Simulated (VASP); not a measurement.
Calculation: PBEsol GGA, VASP's PBE PAW potentials (set 64) (plane waves; VASP).

A VASP calculation is set up with these files.

**KPOINTS**
```
Automatic mesh
0
Gamma
12 12 6
0 0 0
```

INCAR:
```
ALGO = Normal
EDIFF = 1E-7
ENCUT = 480
GGA = PS
ISIF = 2
ISMEAR = 1
LASPH = .True.
LCHARG = .False.
LMAXMIX = 6
LREAL = .False.
LWAVE = .False.
NELM = 100
PREC = Accurate
SIGMA = 0.1
SYSTEM = Er
```

### POSCAR
```
Er
10.7290080
  0.1642559795  -0.2816546657   0.0000000000
  0.1642559795   0.2816546657   0.0000000000
  0.0000000000   0.0000000000   0.4999999924
Er
2
Cartesian
  0.1642559795   0.0938850763   0.1249999981
  0.1642559795  -0.0938850763   0.3749999943
```

POTCAR, in this order: Er_3 (PBE.64 set). Program: vasp_std.

The 4f electrons are frozen in the core of the lanthanide potential, so 4f levels, which can set the real gap, and their magnetism are missing.

**Question.** Predict the energy per atom (σ→0), pressure, band gap (on the k-mesh).

**Answer.** 
```json
{
  "energy per atom (σ→0)": "-4.921 eV/atom",
  "band gap (on the k-mesh)": "none (metal, semimetal or under 0.01 eV)",
  "pressure": "1.05 GPa"
}
```

### OSZICAR
```
...
DAV:   7    -0.984230529451E+01   -0.10391E-01   -0.51253E-02  7218   0.427E+00    0.371E-01
DAV:   8    -0.984200858688E+01    0.29671E-03   -0.32664E-03  7269   0.778E-01    0.865E-02
DAV:   9    -0.984200559856E+01    0.29883E-05   -0.19207E-04  7608   0.196E-01    0.295E-02
DAV:  10    -0.984200122682E+01    0.43717E-05   -0.19749E-05  7602   0.559E-02    0.341E-02
DAV:  11    -0.984200155785E+01   -0.33104E-06   -0.11834E-06  7430   0.148E-02    0.593E-03
DAV:  12    -0.984200172735E+01   -0.16950E-06   -0.14151E-07  4270   0.629E-03    0.216E-03
DAV:  13    -0.984200170043E+01    0.26916E-07   -0.42618E-08  3861   0.104E-02
   1 F= -.98420017E+01 E0= -.98422517E+01  d E =0.750042E-03
```

The compound is Er in the hcp structure. This cell was strained or had an atom moved on purpose.
